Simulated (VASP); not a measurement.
Given:

```xyz
1
Lattice="-2.4889 2.4889 2.4889 2.4889 -2.4889 2.4889 2.4889 2.4889 -2.4889" Properties=species:S:1:pos:R:3 pbc="T T T"
Ba     0.0000     0.0000     0.0000
```

Computed with PBE GGA with D3 dispersion (zero damping), VASP's PBE PAW potentials (set 64) (plane waves; VASP). Run with 520 eV cut-off, Gaussian smearing of 0.050 eV, potentials Ba_sv.

Unless said otherwise, spin-orbit coupling is left out, though it shifts the bands of the heavy elements here.

**Question.** Estimate the band gap (along the path) with the smallest direct gap where there is one.

**Answer.** 
The band gap (along the path) comes out as none (metal, semimetal or under 0.01 eV).

Only differences to runs with the same potentials and settings are physical.

The compound is Ba in the bcc structure. It was relaxed first.
